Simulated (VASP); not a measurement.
Level of theory: PBE GGA, VASP's PBE PAW potentials (set 64) (plane waves; VASP).

The input files of a VASP run:

### INCAR
```
# general
SYSTEM  = NaCl
PREC    = Accurate
ENCUT   = 400   # plane-wave cut-off (eV)
LREAL   = .FALSE.   # projection in real space or not
LASPH   = .TRUE.   # aspherical one-centre terms
NBANDS  = 33

# electronic loop
EDIFF   = 1E-7   # SCF stop (eV)
NELM    = 100
ALGO    = Normal   # blocked Davidson

# smearing
ISMEAR  = 0
SIGMA   = 0.01   # width (eV)

# functional
GGA     = PE

# output
LWAVE   = .FALSE.
LCHARG  = .FALSE.
NEDOS   = 1001   # DOS grid

# other
LOPTICS = .TRUE.
CSHIFT  = 0.1
```

**POSCAR**
```
NaCl
4.0155970
  0.0000000000   0.7071067339   0.7071067339
  0.7071067339   0.0000000000   0.7071067339
  0.7071067339   0.7071067339   0.0000000000
Na Cl
1 1
direct
  0.0000000000   0.0000000000   0.0000000000
  0.5000000000   0.5000000000   0.5000000000
```

File KPOINTS:
```
Automatic
0
G
  10 10 10
0 0 0
```

POTCAR, in this order: Na_pv Cl (PBE.64 set). Program: vasp_std.

The resulting files:

### OSZICAR
```
       N       E                     dE             d eps       ncg     rms          rms(c)
DAV:   1     0.113077113306E+03    0.11308E+03   -0.43129E+03  3218   0.350E+02
DAV:   2     0.105793112023E+01   -0.11202E+03   -0.10203E+03  3305   0.148E+02
DAV:   3    -0.689242555175E+01   -0.79504E+01   -0.78555E+01  3948   0.362E+01
DAV:   4    -0.697945379880E+01   -0.87028E-01   -0.86977E-01  3587   0.379E+00
DAV:   5    -0.698003038952E+01   -0.57659E-03   -0.57657E-03  4020   0.321E-01    0.211E+00
DAV:   6    -0.678291086662E+01    0.19712E+00   -0.13836E-01  3898   0.139E+00    0.150E+00
DAV:   7    -0.677192628573E+01    0.10985E-01   -0.47678E-02  4363   0.721E-01    0.115E+00
DAV:   8    -0.677776360625E+01   -0.58373E-02   -0.10938E-02  3479   0.395E-01    0.530E-01
DAV:   9    -0.677736559275E+01    0.39801E-03   -0.51719E-04  3772   0.772E-02    0.201E-01
DAV:  10    -0.677743973150E+01   -0.74139E-04   -0.89299E-05  3667   0.349E-02    0.113E-02
DAV:  11    -0.677744679578E+01   -0.70643E-05   -0.52056E-06  3948   0.744E-03    0.116E-02
DAV:  12    -0.677744674012E+01    0.55661E-07   -0.31030E-07  3683   0.285E-03
   1 F= -.67774467E+01 E0= -.67774467E+01  d E =-.324584E-36
 imaginary and real dielectric function
```

**OUTCAR**
```
------------------------ aborting loop because EDIFF is reached ----------------------------------------
  FORCE on cell =-STRESS in cart. coord.  units (eV):
  Direction    XX          YY          ZZ          XY          YZ          ZX
  --------------------------------------------------------------------------------------
  Total        0.0088840      0.0088840      0.0088840     -0.0000000     -0.0000000      0.0000000
  in kB        0.3108747      0.3108747      0.3108747     -0.0000000     -0.0000000      0.0000000
  external PRESSURE =       0.3108747 kB  Pullay stress =       0.0000000 kB
  volume of cell :       45.79
      direct lattice vectors                 reciprocal lattice vectors
     0.000000000  2.839455679  2.839455679    -0.176090088  0.176090088  0.176090088
     2.839455679  0.000000000  2.839455679     0.176090088 -0.176090088  0.176090088
     2.839455679  2.839455679  0.000000000     0.176090088  0.176090088 -0.176090088
  FREE ENERGIE OF THE ION-ELECTRON SYSTEM (eV)
  ---------------------------------------------------
  free  energy   TOTEN  =        -6.7774467401 eV

  energy  without entropy=       -6.7774467401  energy(sigma->0) =       -6.77744674

 plasma frequency squared (from intraband transitions) (eV^2)
  --------------------------------------------------------------------------------------
       0.000       0.000       0.000
       0.000       0.000       0.000
       0.000       0.000       0.000

 plasma frequency squared (from interband transitions, int dw w eps(2)(w)) (eV^2)
  --------------------------------------------------------------------------------------
     260.124       0.000       0.000       0.000       0.000      -0.000
       0.000      -0.000     260.124       0.000       0.000       0.000
       0.000       0.000       0.000      -0.000     260.124       0.000
```
(Selected blocks of OUTCAR.)

The compound is NaCl in the rock salt structure. It was relaxed first.
